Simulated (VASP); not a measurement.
An input for Ansatz (written as the equivalent of a VASP run, and not itself run):

Ansatz 0.2 input:
```yaml
crystal:
  lattice:
    - [4.0205640, 0.0000000, 0.0000000]
    - [0.0000000, 4.0205640, 0.0000000]
    - [0.0000000, 0.0000000, 4.0205640]
  atoms:
    - { symbol: K, position: [0.0000000, 0.0000000, 0.0000000] }
    - { symbol: Mg, position: [0.5000000, 0.5000000, 0.5000000] }
    - { symbol: F, position: [0.5000000, 0.0000000, 0.5000000] }
    - { symbol: F, position: [0.0000000, 0.5000000, 0.5000000] }
    - { symbol: F, position: [0.5000000, 0.5000000, 0.0000000] }
kpoints:
  mp_grid: { grid: [5, 5, 5] }
hamiltonian:
  xc: pbe
  dispersion: d4
  pseudopotentials: { kind: paw }
scf:
  occupations: { method: gaussian, width: 0.05 }
  max_iter: 100
relax:
  max_steps: 60
  f_tol: 0.02
  cell: {}
output: { forces: true, stress: true, eigenvalues: true }
```

Q: Translate this input to VASP (INCAR, KPOINTS, POSCAR, choice of POTCAR).

A: One answer among several that fit: 
POSCAR:
```
KMgF3
1
    4.0205640185     0.0000000000     0.0000000000
   -0.0000000000     4.0205640185     0.0000000000
   -0.0000000000     0.0000000000     4.0205640185
K Mg F
1 1 3
Direct
  0.0000000000   0.0000000000   0.0000000000
  0.5000000000   0.5000000000   0.5000000000
  0.5000000000   0.0000000000   0.5000000000
  0.0000000000   0.5000000000   0.5000000000
  0.5000000000   0.5000000000   0.0000000000
```

### KPOINTS
```
Automatic mesh
0
Gamma
5 5 5
0 0 0
```

INCAR:
```
ALGO=Normal
EDIFF=1E-6
EDIFFG=-0.02
ENCUT=520
GGA=PE
IBRION=2
ISIF=3
ISMEAR=0
IVDW=13
LASPH=T
LCHARG=F
LREAL=F
LWAVE=F
NELM=100
NSW=60
PREC=Accurate
SIGMA=0.05
SYSTEM=KMgF3
```

POTCAR, in this order: K_sv Mg F (PBE.64 set). Program: vasp_std.

The two are equivalent in intent, not identical: each code has its own PAW files, so the cut-off isn't converted (ENCUT is set for VASP's; basis.ecutwfc is left out, and Ansatz then takes the one that its files recommend); Ansatz stops its SCF on the density residual and VASP on the energy change (EDIFF).

The compound is KMgF3 in the cubic perovskite structure. This run relaxes it. Symmetry was kept, so distortions that lower it aren't found. The start is the result of an earlier pass.
